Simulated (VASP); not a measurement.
These are PBE GGA, VASP's PBE PAW potentials (set 64) (plane waves; VASP) values and carry that method's errors.

A VASP calculation is set up with these files.

**INCAR**
```
SYSTEM = SnTe
PREC = Accurate
ENCUT = 400
EDIFF = 1E-6
NELM = 100
ALGO = Normal
LREAL = .FALSE.
LASPH = .TRUE.
ISMEAR = 0
SIGMA = 0.05
GGA = PE
LMAXMIX = 4
LWAVE = .FALSE.
LCHARG = .FALSE.
ISIF = 2
NELECT = 20.02
```

### KPOINTS
```
K-points
0
Gamma
 7 7 7
0 0 0
```

File POSCAR:
```
SnTe
6.320
  0.0000000000   0.5000000000   0.5000000000
  0.5000000000   0.0000000000   0.5000000000
  0.5000000000   0.5000000000   0.0000000000
Sn Te
1 1
Cart
  0.0000000000   0.0000000000   0.0000000000
  0.5000000000   0.5000000000   0.5000000000
```

POTCAR, in this order: Sn_d Te (PBE.64 set). Program: vasp_std.

The cell is charged, with a uniform compensating background. Unless said otherwise, spin-orbit coupling is left out, though it shifts the bands of the heavy elements here.

Question: What does the run give for the energy per atom (σ→0), pressure, band gap (on the k-mesh)?

Answer: 
| Item | Value |
|---|---|
| energy per atom (σ→0) | -357.4 kJ/mol-atom |
| band gap (on the k-mesh) | none (metal, semimetal or under 0.01 eV) |
| pressure | 2.41 GPa |

### OSZICAR
```
...
DAV:   6    -0.740790892848E+01    0.53582E-01   -0.13730E-01   674   0.274E+00    0.301E+00
DAV:   7    -0.740936142670E+01   -0.14525E-02   -0.54042E-02   694   0.137E+00    0.798E-01
DAV:   8    -0.740946820791E+01   -0.10678E-03   -0.74187E-03   656   0.793E-01    0.182E-01
DAV:   9    -0.740960248368E+01   -0.13428E-03   -0.51955E-04   682   0.240E-01    0.289E-02
DAV:  10    -0.740960818862E+01   -0.57049E-05   -0.61775E-05   646   0.721E-02    0.204E-02
DAV:  11    -0.740961478324E+01   -0.65946E-05   -0.32608E-05   602   0.485E-02    0.239E-02
DAV:  12    -0.740961464249E+01    0.14075E-06   -0.20220E-06   616   0.100E-02
   1 F= -.74096146E+01 E0= -.74092719E+01  d E =-.685582E-03
```

The compound is SnTe in the rock salt structure, which distorts at low temperature. The cell was not relaxed at this level. The run is one of a series of settings (NELECT = 20.02 against the base run), some of them coarse on purpose.
